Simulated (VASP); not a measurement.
Here is the system:

```yaml
crystal:
  lattice:
    - [3.79865, 0.00000, 0.00000]
    - [0.00000, 3.79865, 0.00000]
    - [0.00000, 0.00000, 3.79865]
  atoms:
    - { symbol: Sr, position: [0.00000, 0.00000, 0.00000] }
    - { symbol: V, position: [0.50000, 0.50000, 0.50000] }
    - { symbol: O, position: [0.50000, 0.00000, 0.50000] }
    - { symbol: O, position: [0.00000, 0.50000, 0.50000] }
    - { symbol: O, position: [0.50000, 0.50000, 0.00000] }
```

These are rev-vdW-DF2, VASP's PBE PAW potentials (set 64) (plane waves; VASP) values and carry that method's errors. Run with 520 eV cut-off, 8×8×8 Γ-centred mesh, first-order Methfessel-Paxton smearing of 0.10 eV, potentials Sr_sv V_sv O.

Give the stress tensor in GPa (positive for a compressed cell).

```
6.44  0.00  0.00
0.00  6.44  0.00
0.00  0.00  6.44
```
The pressure is its mean diagonal, 6.44 GPa.

The compound is SrVO3 in the cubic perovskite structure. This cell is one point of a volume scan, at 0.97 of the reference volume. The run is not spin-polarised, so no magnetic state was tried. The electron count is odd and the run is not spin-polarised, which forces a metal.
